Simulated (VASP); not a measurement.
Output of a VASP run:

OUTCAR:
```
 ion  position               nearest neighbor table
   1  0.500  0.000  0.000-  54 2.09  46 2.12  59 2.12  62 2.12  63 2.12  61 2.14  15 3.00  23 3.00
                            24 3.00  31 3.00   2 3.00   3 3.00   5 3.00   7 3.00   8 3.00  13 3.00
   2  0.750  0.250  0.000-  33 2.10  54 2.12  44 2.12  42 2.12  62 2.12  55 2.12   9 2.97   6 2.98
                            10 2.99  24 3.00  25 3.00  29 3.00   1 3.00   3 3.00   4 3.00  13 3.00
   3  0.750  0.000  0.250-  37 2.12  38 2.12  46 2.12  49 2.12  62 2.12  33 2.13   9 2.98  16 3.00
                            19 3.00  22 3.00  26 3.00   2 3.00   4 3.00   7 3.00   1 3.00  11 3.00
   4  0.000  0.000  0.000-  38 2.12  44 2.12  53 2.12  56 2.12  62 2.12  63 2.12  15 3.00  16 3.00
                            23 3.00  26 3.00  29 3.00  32 3.00   2 3.00   3 3.00   5 3.00   7 3.00
   5  0.250  0.250  0.000-  60 2.09  50 2.12  44 2.12  63 2.12  54 2.12  36 2.14  24 3.00  29 3.00
                            30 3.00   1 3.00   4 3.00   8 3.00  14 3.00  16 3.00  23 3.00  17 3.00
   6  0.503  0.501  0.996-  51 2.09  61 2.10  60 2.12  55 2.14  54 2.15  25 2.96  31 2.97   7 2.98
                            24 2.98  10 2.98  18 2.98   2 2.98  30 3.00  15 3.02   9 3.02   5 3.02
   7  0.750  0.750  0.000-  55 2.12  52 2.12  56 2.12  62 2.12  37 2.15  61 2.17   6 2.98  26 3.00
                            31 3.00  32 3.00   3 3.00   4 3.00   1 3.00  13 3.00  14 3.00  25 3.00
   8  0.250  0.000  0.250-  45 2.10  38 2.12  46 2.12  57 2.12  63 2.12  36 2.13  18 2.99  19 3.00
                            20 3.00  26 3.00  28 3.00   4 3.00   5 3.00  11 3.00  15 3.00  16 3.00
   9  0.504  0.251  0.249-  33 2.05  39 2.09  54 2.11  46 2.13  36 2.18  10 2.91  21 2.93   2 2.97
                            12 2.98   3 2.98   1 3.01  11 3.01  17 3.01   6 3.02   5 3.02  20 3.03
  10  0.744  0.496  0.252-  33 2.07  55 2.09  40 2.12  37 2.16  34 2.17  21 2.90   9 2.91  12 2.96
                             6 2.98   2 2.99  18 3.00  16 3.01  22 3.02  27 3.03   7 3.04  14 3.05
  11  0.500  0.000  0.500-  39 2.11  48 2.12  46 2.12  49 2.12  57 2.12  59 2.12  23 3.00  24 3.00
                            28 3.00  31 3.00   3 3.00   8 3.00  12 3.00  13 3.00  20 3.00  22 3.00
  12  0.750  0.250  0.500-  35 2.12  42 2.12  49 2.12  33 2.14  39 2.16  40 2.17  21 2.94  10 2.96
                             9 2.98  25 3.00  27 3.00  29 3.00  11 3.00  13 3.00  16 3.00  19 3.00
  13  0.750  0.000  0.750-  42 2.12  49 2.12  52 2.12  53 2.12  59 2.12  62 2.12  19 3.00  22 3.00
                            24 3.00  29 3.00  31 3.00  32 3.00   1 3.00   2 3.00   4 3.00   7 3.00
  14  0.000  0.500  0.000-  55 2.08  43 2.12  44 2.12  34 2.12  56 2.12  60 2.15  26 3.00  29 3.00
                            30 3.00  32 3.00   2 3.00   5 3.00   7 3.00  15 3.00  16 3.00  25 3.00
  15  0.250  0.750  0.000-  61 2.08  58 2.12  56 2.12  63 2.12  45 2.13  60 2.15  18 2.95  17 3.00
                            30 3.00  31 3.00  32 3.00   8 3.00  14 3.00   1 3.00   4 3.00  23 3.00
  16  0.000  0.250  0.250-  36 2.09  35 2.12  34 2.12  38 2.12  44 2.12  33 2.16  14 3.00  19 3.00
                            20 3.00  27 3.00   2 3.00   3 3.00   4 3.00   5 3.00   8 3.00  12 3.00
  17  0.251  0.500  0.250-  60 2.08  36 2.12  47 2.12  34 2.13  45 2.14  18 2.94  21 2.99  28 3.00
                            15 3.00  20 3.00   5 3.00  26 3.00  27 3.00  14 3.01  16 3.01   9 3.01
  18  0.494  0.746  0.247-  45 2.07  61 2.14  46 2.15  48 2.15  37 2.19  17 2.94  15 2.95   6 2.98
                            28 2.98   8 2.99  10 3.00  21 3.01   1 3.01   7 3.02  11 3.04  22 3.05
  19  0.000  0.000  0.500-  35 2.12  38 2.12  41 2.12  49 2.12  53 2.12  57 2.12  22 3.00  23 3.00
                            26 3.00  28 3.00  29 3.00  32 3.00   3 3.00   8 3.00  12 3.00  13 3.00
  20  0.250  0.250  0.500-  39 2.09  47 2.09  36 2.10  35 2.12  50 2.12  57 2.12  21 2.99  27 3.00
                            29 3.00  30 3.00  11 3.00  16 3.00  19 3.00   8 3.00  23 3.00  24 3.00
  21  0.504  0.494  0.496-  39 2.09  40 2.11  47 2.15  51 2.16  48 2.18  10 2.90   9 2.93  12 2.94
                            20 2.99  24 2.99  17 2.99  25 3.00  18 3.01  22 3.01  30 3.05  28 3.06
  22  0.750  0.750  0.500-  40 2.07  37 2.09  41 2.12  49 2.12  52 2.12  48 2.13  27 3.00  31 3.00
                            32 3.00   3 3.00  11 3.00  13 3.00  19 3.00  25 3.00  26 3.00  21 3.01
  23  0.250  0.000  0.750-  50 2.12  53 2.12  57 2.12  58 2.12  59 2.12  63 2.12  20 3.00  24 3.00
                            28 3.00  29 3.00  31 3.00  32 3.00   1 3.00   4 3.00   5 3.00  11 3.00
  24  0.500  0.250  0.750-  42 2.12  50 2.12  51 2.12  59 2.12  54 2.13  39 2.16   6 2.98  21 2.99
                             2 3.00  23 3.00  25 3.00  30 3.00   5 3.00   1 3.00  11 3.00  12 3.00
  25  0.750  0.500  0.750-  40 2.11  42 2.12  43 2.12  51 2.12  52 2.12  55 2.17   6 2.96  27 3.00
                            29 3.00  31 3.00  32 3.00   2 3.00   7 3.00  12 3.00  14 3.00  22 3.00
  26  0.000  0.750  0.250-  37 2.10  34 2.12  38 2.12  41 2.12  56 2.12  45 2.13  19 3.00  22 3.00
                            27 3.00  28 3.00   3 3.00   4 3.00   7 3.00   8 3.00  14 3.00  15 3.00
  27  0.000  0.500  0.500-  40 2.10  35 2.12  34 2.12  41 2.12  43 2.12  47 2.13  28 3.00  29 3.00
                            30 3.00  32 3.00  12 3.00  16 3.00  20 3.00  22 3.00  25 3.00  26 3.00
  28  0.250  0.750  0.500-  45 2.11  48 2.12  41 2.12  57 2.12  58 2.12  47 2.15  18 2.98  17 3.00
                            30 3.00  31 3.00  32 3.00   8 3.00  11 3.00  19 3.00  23 3.00  26 3.00
  29  0.000  0.250  0.750-  35 2.12  42 2.12  43 2.12  44 2.12  50 2.12  53 2.12  19 3.00  20 3.00
                            23 3.00  25 3.00  27 3.00  30 3.00   2 3.00   4 3.00   5 3.00  12 3.00
  30  0.250  0.500  0.750-  47 2.12  43 2.12  50 2.12  51 2.12  58 2.12  60 2.17   6 3.00  28 3.00
                            29 3.00  31 3.00  32 3.00   5 3.00  14 3.00  15 3.00  20 3.00  24 3.00
  31  0.500  0.750  0.750-  61 2.08  48 2.11  52 2.12  58 2.12  59 2.12  51 2.12   6 2.97  23 3.00
                            25 3.00  28 3.00  30 3.00   1 3.00   7 3.00  11 3.00  13 3.00  15 3.00
  32  0.000  0.750  0.750-  41 2.12  43 2.12  52 2.12  53 2.12  56 2.12  58 2.12  22 3.00  23 3.00
                            25 3.00  27 3.00  28 3.00  30 3.00   4 3.00   7 3.00  13 3.00  14 3.00
  33  0.745  0.251  0.248-   9 2.05  10 2.07   2 2.10   3 2.13  12 2.14  16 2.16
  34  0.000  0.500  0.250-  14 2.12  16 2.12  26 2.12  27 2.12  17 2.13  10 2.17
  35  0.000  0.250  0.500-  12 2.12  16 2.12  19 2.12  20 2.12  27 2.12  29 2.12
  36  0.247  0.250  0.252-  16 2.09  20 2.10  17 2.12   8 2.13   5 2.14   9 2.18
  37  0.753  0.750  0.254-  22 2.09  26 2.10   3 2.12   7 2.15  10 2.16  18 2.19
  38  0.000  0.000  0.250-   3 2.12   4 2.12   8 2.12  16 2.12  19 2.12  26 2.12
  39  0.496  0.248  0.496-  20 2.09  21 2.09   9 2.09  11 2.11  24 2.16  12 2.16
  40  0.752  0.506  0.502-  22 2.07  27 2.10  25 2.11  21 2.11  10 2.12  12 2.17
  41  0.000  0.750  0.500-  19 2.12  22 2.12  26 2.12  27 2.12  28 2.12  32 2.12
  42  0.750  0.250  0.750-   2 2.12  12 2.12  13 2.12  24 2.12  25 2.12  29 2.12
  43  0.000  0.500  0.750-  14 2.12  25 2.12  27 2.12  29 2.12  30 2.12  32 2.12
  44  0.000  0.250  0.000-   2 2.12   4 2.12   5 2.12  14 2.12  16 2.12  29 2.12
  45  0.251  0.752  0.251-  18 2.07   8 2.10  28 2.11  26 2.13  15 2.13  17 2.14
  46  0.500  0.000  0.250-   1 2.12   3 2.12   8 2.12  11 2.12   9 2.13  18 2.15
  47  0.251  0.497  0.500-  20 2.09  30 2.12  17 2.12  27 2.13  28 2.15  21 2.15
...
```

### OSZICAR
```
...
RMM:   5    -0.354099687684E+03    0.14540E-04   -0.18333E-04   314   0.314E-02    0.101E-02
RMM:   6    -0.354099690691E+03   -0.30071E-05   -0.48763E-05   249   0.133E-02
   3 F= -.35409969E+03 E0= -.35409969E+03  d E =-.216045E+00
       N       E                     dE             d eps       ncg     rms          rms(c)
DAV:   1    -0.354114986062E+03   -0.15298E-01   -0.72070E+00   344   0.783E+00    0.389E-01
RMM:   2    -0.354128239086E+03   -0.13253E-01   -0.15587E-01   316   0.107E+00    0.183E-01
RMM:   3    -0.354127762008E+03    0.47708E-03   -0.83196E-03   317   0.265E-01    0.133E-01
RMM:   4    -0.354127141896E+03    0.62011E-03   -0.33900E-03   317   0.138E-01    0.366E-02
RMM:   5    -0.354127126592E+03    0.15304E-04   -0.26629E-04   315   0.401E-02    0.167E-02
RMM:   6    -0.354127135042E+03   -0.84492E-05   -0.14578E-04   296   0.236E-02    0.144E-02
RMM:   7    -0.354127131826E+03    0.32157E-05   -0.40119E-05   245   0.139E-02
   4 F= -.35412713E+03 E0= -.35412713E+03  d E =-.274411E-01
       N       E                     dE             d eps       ncg     rms          rms(c)
DAV:   1    -0.354127668173E+03   -0.53313E-03   -0.18072E+00   344   0.389E+00    0.197E-01
RMM:   2    -0.354130989274E+03   -0.33211E-02   -0.39361E-02   316   0.538E-01    0.912E-02
RMM:   3    -0.354130867099E+03    0.12217E-03   -0.20915E-03   317   0.132E-01    0.664E-02
RMM:   4    -0.354130709710E+03    0.15739E-03   -0.85028E-04   317   0.689E-02    0.182E-02
RMM:   5    -0.354130706270E+03    0.34392E-05   -0.68161E-05   280   0.202E-02
   5 F= -.35413071E+03 E0= -.35413071E+03  d E =-.310156E-01
       N       E                     dE             d eps       ncg     rms          rms(c)
DAV:   1    -0.354132821282E+03   -0.21116E-02   -0.74178E-01   336   0.254E+00    0.124E-01
RMM:   2    -0.354134135769E+03   -0.13145E-02   -0.15659E-02   316   0.347E-01    0.579E-02
RMM:   3    -0.354134094349E+03    0.41420E-04   -0.84655E-04   317   0.852E-02    0.427E-02
RMM:   4    -0.354134037456E+03    0.56893E-04   -0.35883E-04   317   0.447E-02    0.123E-02
RMM:   5    -0.354134035459E+03    0.19979E-05   -0.28255E-05   218   0.128E-02
   6 F= -.35413404E+03 E0= -.35413404E+03  d E =-.332919E-02
       N       E                     dE             d eps       ncg     rms          rms(c)
DAV:   1    -0.354134133473E+03   -0.96017E-04   -0.21260E-01   360   0.136E+00    0.659E-02
RMM:   2    -0.354134527836E+03   -0.39436E-03   -0.45884E-03   316   0.188E-01    0.329E-02
RMM:   3    -0.354134516020E+03    0.11816E-04   -0.24637E-04   317   0.460E-02    0.243E-02
RMM:   4    -0.354134498953E+03    0.17066E-04   -0.11041E-04   300   0.249E-02    0.729E-03
RMM:   5    -0.354134497961E+03    0.99186E-06   -0.86562E-06   190   0.709E-03
   7 F= -.35413450E+03 E0= -.35413450E+03  d E =-.379169E-02
       N       E                     dE             d eps       ncg     rms          rms(c)
DAV:   1    -0.354135080805E+03   -0.58185E-03   -0.26802E-01   328   0.152E+00    0.744E-02
RMM:   2    -0.354135560159E+03   -0.47935E-03   -0.55812E-03   316   0.207E-01    0.327E-02
RMM:   3    -0.354135547540E+03    0.12619E-04   -0.29983E-04   317   0.508E-02    0.240E-02
RMM:   4    -0.354135528404E+03    0.19136E-04   -0.11743E-04   302   0.258E-02    0.676E-03
RMM:   5    -0.354135528073E+03    0.33127E-06   -0.10288E-05   191   0.764E-03
   8 F= -.35413553E+03 E0= -.35413553E+03  d E =-.103011E-02
```

OUTCAR:
```
------------------------ aborting loop because EDIFF is reached ----------------------------------------
  FORCE on cell =-STRESS in cart. coord.  units (eV):
  Direction    XX          YY          ZZ          XY          YZ          ZX
  --------------------------------------------------------------------------------------
  Total       17.4425763     17.4618724     17.4459526      0.0056139      0.0018652     -0.0008806
  in kB       45.7156500     45.7662235     45.7244991      0.0147136      0.0048885     -0.0023079
  external PRESSURE =      45.7354575 kB  Pullay stress =       0.0000000 kB
  volume of cell :      611.30
      direct lattice vectors                 reciprocal lattice vectors
     8.486959016  0.000000000  0.000000000     0.117827834  0.000000000  0.000000000
     0.000000000  8.486959016  0.000000000     0.000000000  0.117827834  0.000000000
     0.000000000  0.000000000  8.486959016     0.000000000  0.000000000  0.117827834
  FREE ENERGIE OF THE ION-ELECTRON SYSTEM (eV)
  ---------------------------------------------------
  free  energy   TOTEN  =      -354.1355280725 eV

  energy  without entropy=     -354.1355280725  energy(sigma->0) =     -354.13552807

 reached required accuracy - stopping structural energy minimisation
```
(Selected blocks of OUTCAR.)

**POSCAR**
```
Mg32O31
1
    8.4869590160     0.0000000000     0.0000000000
    0.0000000000     8.4869590160    -0.0000000000
   -0.0000000000    -0.0000000000     8.4869590160
Mg O
32 31
Direct
  0.5000000000   0.0000000000   0.0000000000
  0.7500000000   0.2500000000   0.0000000000
  0.7500000000   0.0000000000   0.2500000000
  0.0000000000   0.0000000000   0.0000000000
  0.2500000000   0.2500000000   0.0000000000
  0.5032440000   0.5005790000   0.9959410000
  0.7500000000   0.7500000000   0.0000000000
  0.2500000000   0.0000000000   0.2500000000
  0.5040430000   0.2512530000   0.2494700000
  0.7442790000   0.4957190000   0.2517260000
  0.5000000000   0.0000000000   0.5000000000
  0.7500000000   0.2500000000   0.5000000000
  0.7500000000   0.0000000000   0.7500000000
  0.0000000000   0.5000000000   0.0000000000
  0.2500000000   0.7500000000   0.0000000000
  0.0000000000   0.2500000000   0.2500000000
  0.2507990000   0.5001270000   0.2500800000
  0.4944810000   0.7464180000   0.2471840000
  0.0000000000   0.0000000000   0.5000000000
  0.2500000000   0.2500000000   0.5000000000
  0.5042110000   0.4941880000   0.4955420000
  0.7500000000   0.7500000000   0.5000000000
  0.2500000000   0.0000000000   0.7500000000
  0.5000000000   0.2500000000   0.7500000000
  0.7500000000   0.5000000000   0.7500000000
  0.0000000000   0.7500000000   0.2500000000
  0.0000000000   0.5000000000   0.5000000000
  0.2500000000   0.7500000000   0.5000000000
  0.0000000000   0.2500000000   0.7500000000
  0.2500000000   0.5000000000   0.7500000000
  0.5000000000   0.7500000000   0.7500000000
  0.0000000000   0.7500000000   0.7500000000
  0.7453980000   0.2513160000   0.2475820000
  0.0000000000   0.5000000000   0.2500000000
  0.0000000000   0.2500000000   0.5000000000
  0.2467890000   0.2503550000   0.2522790000
  0.7529740000   0.7502930000   0.2536320000
  0.0000000000   0.0000000000   0.2500000000
  0.4956760000   0.2479830000   0.4960850000
  0.7524040000   0.5058400000   0.5016240000
  0.0000000000   0.7500000000   0.5000000000
  0.7500000000   0.2500000000   0.7500000000
  0.0000000000   0.5000000000   0.7500000000
  0.0000000000   0.2500000000   0.0000000000
  0.2505870000   0.7521840000   0.2514740000
  0.5000000000   0.0000000000   0.2500000000
  0.2508870000   0.4967730000   0.5001430000
  0.4995180000   0.7505200000   0.5009090000
  0.7500000000   0.0000000000   0.5000000000
  0.2500000000   0.2500000000   0.7500000000
  0.5000000000   0.5000000000   0.7500000000
  0.7500000000   0.7500000000   0.7500000000
  0.0000000000   0.0000000000   0.7500000000
  0.5002490000   0.2467740000   0.0005060000
  0.7547770000   0.5002320000   0.0051890000
  0.0000000000   0.7500000000   0.0000000000
  0.2500000000   0.0000000000   0.5000000000
  0.2500000000   0.7500000000   0.7500000000
  0.5000000000   0.0000000000   0.7500000000
  0.2534430000   0.4962120000   0.0054160000
  0.4946360000   0.7475430000   0.9946210000
  0.7500000000   0.0000000000   0.0000000000
  0.2500000000   0.0000000000   0.0000000000
```

**Question.** Reconstruct the remaining input files.

**Answer.** Several could match; the one computed here: the input of the run itself, PBE GGA, plane waves, VASP's PBE PAW potentials (set 64).

KPOINTS:
```
Automatic mesh
0
Gamma
1 1 1
0 0 0
```

### INCAR
```
NSW = 60
EDIFFG = -0.03   # ionic stop
LCHARG = .FALSE.
SIGMA = 0.05
ENCUT = 400   # plane-wave cut-off (eV)
PREC = Normal
IBRION = 2   # conjugate gradients
ISYM = 0
NELMIN = 4
LREAL = Auto   # projection in real space or not
GGA = PE   # PBE
NELECT = 252.0
ISIF = 2   # forces and stress, cell fixed
EDIFF = 1E-5
SYSTEM = Mg32O31
LWAVE = .FALSE.
NELM = 100
LASPH = .TRUE.   # aspherical one-centre terms
ISMEAR = 0   # Gaussian
ALGO = Fast   # Davidson, then RMM-DIIS
```

POTCAR, in this order: Mg O (PBE.64 set). Program: vasp_gam.

At this cut-off the stress carries a Pulay error, which pulls relaxed volumes low. The cell is charged, with a uniform compensating background. The supercell is sampled at Γ alone, which is coarse: total energies, pressure and levels can be off, energies of defects by several tenths of an eV.

The cell is a supercell with a defect, built from MgO (rock salt): vac_O, charge -2. The run is not spin-polarised, so no state with unpaired spins was tried.
